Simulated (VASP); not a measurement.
**How plane-wave cutoff and smearing change a VASP run on Ga**

Aim: find what the plane-wave cutoff and smearing change for Ga, and what they cost. The atoms are off their equilibrium sites, so that forces can be compared too. The series runs use PBE. The plane-wave cutoff tried: ENCUT = 170; ENCUT = 210; ENCUT = 250; ENCUT = 280; ENCUT = 330; ENCUT = 370; ENCUT = 450; ENCUT = 570. The smearing tried: ISMEAR = 0, SIGMA = 0.01; ISMEAR = 0, SIGMA = 0.05; ISMEAR = 0, SIGMA = 0.1; ISMEAR = 0, SIGMA = 0.2; ISMEAR = 0, SIGMA = 0.5; ISMEAR = 2, SIGMA = 0.01; ISMEAR = 2, SIGMA = 0.05; ISMEAR = 2, SIGMA = 0.1; ISMEAR = 2, SIGMA = 0.2; ISMEAR = 2, SIGMA = 0.5; ISMEAR = -5. The atoms of the start are displaced at random from the sites of a Cmce cell.

Method: PBE; plane waves and PAW (Ga_d), in VASP 6.6.1.

This is a report of a sequence of runs, with most program output left out.

## 1. Set-up

Symmetry: P1, No. 1, triclinic system. Conventional cell: a = 4.438 Å, b = 4.438 Å, c = 4.517 Å, α = 90.00°, β = 90.00°, γ = 118.92°. Nearest to Ga lie 5 Ga at 2.42 to 2.75 Å. Nearest to Ga lie 5 Ga at 2.44 to 2.75 Å. Ga has 5 Ga at 2.42 to 2.77 Å nearest. Ga has 4 Ga at 2.44 to 2.72 Å nearest.

Structure file:

```xyz
4
Lattice="2.2553 -3.8224 0.0000 2.2553 3.8224 0.0000 0.0000 0.0000 4.5167" Properties=species:S:1:pos:R:3 pbc="T T T"
Ga    2.2388   -2.6775    4.1881
Ga    2.2580    1.1465    2.6373
Ga    2.2139    2.6420    0.3491
Ga    2.2484   -1.1881    1.9231
```

## 2. Plane-wave cutoff: ENCUT = 170

The basis grows with ENCUT, and energy and stress both move with it. PBE, the usual starting point, adds the gradient of the density.

Input file INCAR:

```
SYSTEM = Ga
PREC = Accurate
ENCUT = 170
EDIFF = 1E-06
NELM = 100
ISMEAR = -1
SIGMA = 0.05
LREAL = .FALSE.
ALGO = Normal
GGA = PE
NBANDS = 32
LORBIT = 11
LWAVE = .FALSE.
LCHARG = .FALSE.
KPAR = 4
ISIF = 2
```

Input file POSCAR:

```
Ga
1.0
    2.2553500000     -3.8224000000      0.0000000000
    2.2553500000      3.8224000000      0.0000000000
    0.0000000000      0.0000000000      4.5167000000
Ga
4
Direct
    0.8465760000      0.1461030000      0.9272390000
    0.3506210000      0.6505590000      0.5838890000
    0.1452230000      0.8364090000      0.0772870000
    0.6538620000      0.3430460000      0.4257730000
```

Input file KPOINTS:

```
Automatic mesh
0
Gamma
5 5 4
0 0 0
```

PAW data sets: Ga_d (PBE family, release 64).

Run with:

```
$ mpirun -np 4 vasp_std
```

Run time: 3.2 s. Hardware: 4 MPI ranks of Intel Xeon 6975P-C (Granite Rapids), shared host; peak memory 0.5 GiB.

The k-mesh is coarse for a metal.

This step gave:

```
SCF cycles              : 12
electrons               : 52
bands                   : 32
irreducible k-points    : 51
symmetry operations     : 1
free energy (TOTEN)     : -1.775 eV
energy at zero smearing : -1.772 eV
Fermi energy            : 5.051 eV
pressure                : -216.5 GPa
metallic                : yes
```

The series starts at -0.4431 eV an atom and -216.48 GPa, after 12 cycles in 3.2 s.

## 3. Plane-wave cutoff: ENCUT = 210

Changes to INCAR since step 2:

```diff
@@ -2,3 +2,3 @@
 PREC = Accurate
-ENCUT = 170
+ENCUT = 210
 EDIFF = 1E-06
```

POSCAR is that of step 2.

KPOINTS is that of step 2.

Run with:

```
$ mpirun -np 4 vasp_std
```

Elapsed: 3.6 s, on 4 MPI ranks; peak memory 0.55 GiB.

Against the run before the energy moves by -2248.96 meV an atom and the pressure by +174.01 GPa, after 13 cycles in 3.6 s.

## 4. Plane-wave cutoff: ENCUT = 250

Changes to INCAR since step 3:

```diff
@@ -2,3 +2,3 @@
 PREC = Accurate
-ENCUT = 210
+ENCUT = 250
 EDIFF = 1E-06
```

POSCAR is that of step 3.

KPOINTS is that of step 3.

Run with:

```
$ mpirun -np 4 vasp_std
```

Elapsed: 4 s, on 4 MPI ranks; peak memory 0.57 GiB; 14 s of CPU time.

Against the run before the energy moves by -203.35 meV an atom and the pressure by +37.29 GPa, after 13 cycles in 4 s.

## 5. Plane-wave cutoff: ENCUT = 280

Changes to INCAR since step 4:

```diff
@@ -2,3 +2,3 @@
 PREC = Accurate
-ENCUT = 250
+ENCUT = 280
 EDIFF = 1E-06
```

POSCAR is that of step 4.

KPOINTS is that of step 4.

Run with:

```
$ mpirun -np 4 vasp_std
```

Elapsed: 4.8 s, on 4 MPI ranks; peak memory 0.61 GiB.

Against the run before the energy moves by -14.56 meV an atom and the pressure by +6.33 GPa, after 13 cycles in 4.8 s.

## 6. Plane-wave cutoff: ENCUT = 330

Changes to INCAR since step 5:

```diff
@@ -2,3 +2,3 @@
 PREC = Accurate
-ENCUT = 280
+ENCUT = 330
 EDIFF = 1E-06
```

POSCAR is that of step 5.

KPOINTS is that of step 5.

Run with:

```
$ mpirun -np 4 vasp_std
```

The job ended after 7.2 s (4 MPI ranks; peak memory 0.7 GiB).

Against the run before the energy moves by -3.36 meV an atom and the pressure by +1.07 GPa, after 13 cycles in 7.2 s.

## 7. Plane-wave cutoff: ENCUT = 370

Changes to INCAR since step 6:

```diff
@@ -2,3 +2,3 @@
 PREC = Accurate
-ENCUT = 330
+ENCUT = 370
 EDIFF = 1E-06
```

POSCAR is that of step 6.

KPOINTS is that of step 6.

Run with:

```
$ mpirun -np 4 vasp_std
```

The job ended after 7.6 s (4 MPI ranks; peak memory 0.71 GiB).

Against the run before the energy moves by +1.68 meV an atom and the pressure by -0.33 GPa, after 13 cycles in 7.6 s.

## 8. Plane-wave cutoff: ENCUT = 450

Changes to INCAR since step 7:

```diff
@@ -2,3 +2,3 @@
 PREC = Accurate
-ENCUT = 370
+ENCUT = 450
 EDIFF = 1E-06
```

POSCAR is that of step 7.

KPOINTS is that of step 7.

Run with:

```
$ mpirun -np 4 vasp_std
```

The job ended after 8 s (4 MPI ranks; peak memory 0.86 GiB).

Against the run before the energy moves by -0.51 meV an atom and the pressure by +0.25 GPa, after 13 cycles in 8 s.

## 9. Plane-wave cutoff: ENCUT = 570

Changes to INCAR since step 8:

```diff
@@ -2,3 +2,3 @@
 PREC = Accurate
-ENCUT = 450
+ENCUT = 570
 EDIFF = 1E-06
```

POSCAR is that of step 8.

KPOINTS is that of step 8.

Run with:

```
$ mpirun -np 4 vasp_std
```

Wall time 13 s (4 MPI ranks); peak memory 1.1 GiB.

Against the run before the energy moves by -0.40 meV an atom and the pressure by +0.14 GPa, after 13 cycles in 13 s.

## 10. The plane-wave cutoff series as a table

This step: convergence of PBE results with the cutoff; plane waves and PAW (VASP 6.6.1).

This step runs nothing: it gathers the runs above.

Differences are taken from the run with ENCUT = 570. Results of the series, by row:

```csv
setting,status,energy less the reference (meV/atom),pressure (GPa),largest force difference (meV/Å),SCF cycles,wall time (s)
ENCUT = 170,converged,2469,-216.5,560.1,12,3.2
ENCUT = 210,converged,220.5,-42.47,76.29,13,3.6
ENCUT = 250,converged,17.15,-5.174,4.077,13,4
ENCUT = 280,converged,2.59,1.158,2.051,13,4.8
ENCUT = 330,converged,-0.7666,2.223,1.402,13,7.2
ENCUT = 370,converged,0.9094,1.891,1.264,13,7.6
ENCUT = 450,converged,0.3988,2.144,0.567,13,8
ENCUT = 570,converged,0,2.286,0,13,12.6
```

## 11. Smearing: ISMEAR = 0, SIGMA = 0.01

This step: PBE; plane waves and PAW (Ga_d) (VASP 6.6.1).

Smearing steadies the sum over the Fermi surface at the price of an entropy term.

Changes to INCAR since step 9:

```diff
@@ -2,7 +2,7 @@
 PREC = Accurate
-ENCUT = 570
+ENCUT = 400
 EDIFF = 1E-06
 NELM = 100
-ISMEAR = -1
-SIGMA = 0.05
+ISMEAR = 0
+SIGMA = 0.01
 LREAL = .FALSE.
```

POSCAR is that of step 9.

KPOINTS is that of step 9.

Run with:

```
$ mpirun -np 4 vasp_std
```

The job ended after 10 s (4 MPI ranks; peak memory 0.79 GiB; 38 s of CPU time).

Numbers from this step:

| Quantity | Value |
| --- | --- |
| SCF cycles | 14 |
| pressure | 2.050 GPa |

The series starts at -2.9115 eV an atom and 2.05 GPa, after 14 cycles in 10 s. The entropy term T·S comes to 0.01 meV an atom in size.

## 12. Smearing: ISMEAR = 0, SIGMA = 0.05

Changes to INCAR since step 11:

```diff
@@ -6,3 +6,3 @@
 ISMEAR = 0
-SIGMA = 0.01
+SIGMA = 0.05
 LREAL = .FALSE.
```

POSCAR is that of step 11.

KPOINTS is that of step 11.

Run with:

```
$ mpirun -np 4 vasp_std
```

Run time: 9.4 s. Hardware: 4 MPI ranks; peak memory 0.76 GiB.

Against the run before the energy at zero width stays within 0.01 meV an atom; the pressure moves by -0.11 GPa, after 13 cycles in 9.4 s. The entropy term T·S comes to 0.35 meV an atom in size.

## 13. Smearing: ISMEAR = 0, SIGMA = 0.1

Changes to INCAR since step 12:

```diff
@@ -6,3 +6,3 @@
 ISMEAR = 0
-SIGMA = 0.05
+SIGMA = 0.1
 LREAL = .FALSE.
```

POSCAR is that of step 12.

KPOINTS is that of step 12.

Run with:

```
$ mpirun -np 4 vasp_std
```

Elapsed: 9.4 s, on 4 MPI ranks; peak memory 0.78 GiB.

Against the run before the energy at zero width moves by -0.06 meV an atom and the pressure by -0.05 GPa, after 13 cycles in 9.4 s. The entropy term T·S comes to 1.18 meV an atom in size.

## 14. Smearing: ISMEAR = 0, SIGMA = 0.2

Changes to INCAR since step 13:

```diff
@@ -6,3 +6,3 @@
 ISMEAR = 0
-SIGMA = 0.1
+SIGMA = 0.2
 LREAL = .FALSE.
```

POSCAR is that of step 13.

KPOINTS is that of step 13.

Run with:

```
$ mpirun -np 4 vasp_std
```

Elapsed: 9.4 s, on 4 MPI ranks; peak memory 0.79 GiB; 35 s of CPU time.

Against the run before the energy at zero width moves by -0.34 meV an atom and the pressure by -0.06 GPa, after 13 cycles in 9.4 s. The entropy term T·S comes to 3.39 meV an atom in size.

## 15. Smearing: ISMEAR = 0, SIGMA = 0.5

Changes to INCAR since step 14:

```diff
@@ -6,3 +6,3 @@
 ISMEAR = 0
-SIGMA = 0.2
+SIGMA = 0.5
 LREAL = .FALSE.
```

POSCAR is that of step 14.

KPOINTS is that of step 14.

Run with:

```
$ mpirun -np 4 vasp_std
```

Wall time 9.6 s (4 MPI ranks); peak memory 0.78 GiB; 36 s of CPU time.

Against the run before the energy at zero width moves by +0.94 meV an atom and the pressure by +0.15 GPa, after 13 cycles in 9.6 s. The entropy term T·S comes to 23.11 meV an atom in size.

## 16. Smearing: ISMEAR = 2, SIGMA = 0.01

Changes to INCAR since step 15:

```diff
@@ -5,4 +5,4 @@
 NELM = 100
-ISMEAR = 0
-SIGMA = 0.5
+ISMEAR = 2
+SIGMA = 0.01
 LREAL = .FALSE.
```

POSCAR is that of step 15.

KPOINTS is that of step 15.

Run with:

```
$ mpirun -np 4 vasp_std
```

It took 10 s on 4 MPI ranks; peak memory 0.75 GiB; 38 s of CPU time.

Against the first of the series the energy at zero width stays within 0.01 meV an atom and the pressure within 0.01 GPa, after 14 cycles in 10 s. The entropy term T·S comes to 0.00 meV an atom in size.

## 17. Smearing: ISMEAR = 2, SIGMA = 0.05

Changes to INCAR since step 16:

```diff
@@ -6,3 +6,3 @@
 ISMEAR = 2
-SIGMA = 0.01
+SIGMA = 0.05
 LREAL = .FALSE.
```

POSCAR is that of step 16.

KPOINTS is that of step 16.

Run with:

```
$ mpirun -np 4 vasp_std
```

Elapsed: 10 s, on 4 MPI ranks; peak memory 0.78 GiB.

Against the run before the energy at zero width moves by +0.01 meV an atom and the pressure by +0.02 GPa, after 14 cycles in 10 s. The entropy term T·S comes to 0.01 meV an atom in size.

## 18. Smearing: ISMEAR = 2, SIGMA = 0.1

Changes to INCAR since step 17:

```diff
@@ -6,3 +6,3 @@
 ISMEAR = 2
-SIGMA = 0.05
+SIGMA = 0.1
 LREAL = .FALSE.
```

POSCAR is that of step 17.

KPOINTS is that of step 17.

Run with:

```
$ mpirun -np 4 vasp_std
```

Wall time 9.2 s (4 MPI ranks); peak memory 0.8 GiB.

Against the run before the energy at zero width stays within 0.01 meV an atom; the pressure moves by -0.12 GPa, after 13 cycles in 9.2 s. The entropy term T·S comes to 0.06 meV an atom in size.

## 19. Smearing: ISMEAR = 2, SIGMA = 0.2

Changes to INCAR since step 18:

```diff
@@ -6,3 +6,3 @@
 ISMEAR = 2
-SIGMA = 0.1
+SIGMA = 0.2
 LREAL = .FALSE.
```

POSCAR is that of step 18.

KPOINTS is that of step 18.

Run with:

```
$ mpirun -np 4 vasp_std
```

The job ended after 9.2 s (4 MPI ranks; peak memory 0.79 GiB).

Against the run before the energy at zero width moves by -0.08 meV an atom and the pressure by -0.04 GPa, after 13 cycles in 9.2 s. The entropy term T·S comes to 0.74 meV an atom in size.

## 20. Smearing: ISMEAR = 2, SIGMA = 0.5

Changes to INCAR since step 19:

```diff
@@ -6,3 +6,3 @@
 ISMEAR = 2
-SIGMA = 0.2
+SIGMA = 0.5
 LREAL = .FALSE.
```

POSCAR is that of step 19.

KPOINTS is that of step 19.

Run with:

```
$ mpirun -np 4 vasp_std
```

Run time: 9.6 s. Hardware: 4 MPI ranks; peak memory 0.79 GiB.

Against the run before the energy at zero width moves by -0.62 meV an atom and the pressure by -0.12 GPa, after 13 cycles in 9.6 s. The entropy term T·S comes to 0.05 meV an atom in size.

## 21. Smearing: ISMEAR = -5

Changes to INCAR since step 20:

```diff
@@ -5,4 +5,4 @@
 NELM = 100
-ISMEAR = 2
-SIGMA = 0.5
+ISMEAR = -5
+SIGMA = 0.05
 LREAL = .FALSE.
```

POSCAR is that of step 20.

KPOINTS is that of step 20.

Run with:

```
$ mpirun -np 4 vasp_std
```

Elapsed: 10 s, on 4 MPI ranks; peak memory 0.78 GiB.

With tetrahedra the forces and stress of a metal are not exact derivatives of the energy.

Against the first of the series the energy at zero width moves by +7.31 meV an atom and the pressure by +0.07 GPa, after 14 cycles in 10 s.

## 22. The smearing series as a table

This step: convergence of PBE results with the smearing; plane waves and PAW (VASP 6.6.1).

This step runs nothing: it gathers the runs above.

One cell and one 5×5×4 mesh. Free energy against width, by row:

| Gaussian width σ (eV) | free energy less that at the narrowest width (meV/atom) |
| --- | --- |
| 0.01 | 0 |
| 0.05 | -0.17 |
| 0.1 | -0.65 |
| 0.2 | -2.1 |
| 0.5 | -11.02 |

Differences are taken from the run with ISMEAR = 0, SIGMA = 0.01. Results of the series, by row:

```csv
setting,status,energy less the reference (meV/atom),pressure (GPa),largest force difference (meV/Å),SCF cycles,wall time (s)
"ISMEAR = 0, SIGMA = 0.01",converged,0,2.05,0,14,10
"ISMEAR = 0, SIGMA = 0.05",converged,-0.00168,1.942,18.65,13,9.4
"ISMEAR = 0, SIGMA = 0.1",converged,-0.06298,1.896,27.59,13,9.4
"ISMEAR = 0, SIGMA = 0.2",converged,-0.4041,1.838,31.53,13,9.4
"ISMEAR = 0, SIGMA = 0.5",converged,0.5345,1.986,32.88,13,9.6
"ISMEAR = 2, SIGMA = 0.01",converged,7.25e-5,2.05,0.716,14,10
"ISMEAR = 2, SIGMA = 0.05",converged,0.00745,2.066,7.118,14,10
"ISMEAR = 2, SIGMA = 0.1",converged,0.01221,1.948,19.77,13,9.2
"ISMEAR = 2, SIGMA = 0.2",converged,-0.06948,1.904,27.7,13,9.2
"ISMEAR = 2, SIGMA = 0.5",converged,-0.687,1.78,38.69,13,9.6
ISMEAR = -5,converged,7.308,2.115,31.22,14,10.2
```

## 23. What came out

```json
{"plane-wave cutoff from which the energy stays within 10 meV/atom of the reference": "ENCUT = 280", "plane-wave cutoff from which the energy stays within 1 meV/atom of the reference": "ENCUT = 330", "plane-wave cutoff from which the pressure stays within 0.2 GPa of the reference": "ENCUT = 450", "spread of the pressure over the plane-wave cutoff": "219 GPa", "spread of the energy over the plane-wave cutoff": "2470 meV/atom", "spread of the pressure over the smearing": "0.335 GPa", "spread of the energy over the smearing": "7.99 meV/atom"}
```

In words: From ENCUT = 330 on, the energy stays within 1 meV an atom of the reference, at 57 % of its time. The pressure holds within 0.2 GPa from ENCUT = 450 on. These cutoffs are 0.6 to 2 times the default of the data sets, about 280 eV; at the default the run is off by +2.6 meV an atom, -1.13 GPa, 2.1 meV/Å in forces, and at 1.3 times by +0.9 meV an atom, -0.39 GPa, 1.3 meV/Å in forces. Energy differences between like cells converge faster than these totals. The usual rule keeps the entropy term T·S under 1 meV an atom, which holds up to a width of 0.05 eV for Gaussian and 0.5 eV for second-order Methfessel-Paxton. That rule is made for Methfessel-Paxton; with the other schemes the zero-width estimate is the energy to use. Farthest in energy from the narrowest smearing lies ISMEAR = -5 (+7.3 meV an atom, +0.07 GPa, 31.2 meV/Å in forces). On a fixed mesh a narrow width is not the exact answer for a metal: it samples the Fermi surface more noisily. Differences are taken from the run with ENCUT = 570, which is itself not the exact limit. The runs at ENCUT = 170; ENCUT = 210; ENCUT = 250 are over 30 meV an atom or 2 GPa off and describe the material poorly.

[Lines on the potential files, build, host, timing and source positions are cut from VASP's logs without a mark.]

[Logs are printed without paths, hosts, clocks, repeated set-up lines and the standing remarks that a program may print on its own settings, such as how far it seeks lower states.]

[Hosts, paths, dates, database ids (printed as entryN), source tags and the programs' standing remarks are cut or masked in the printed files.]

[A measured line is paired with the nearest computed mode of its activity, which favours agreement.]
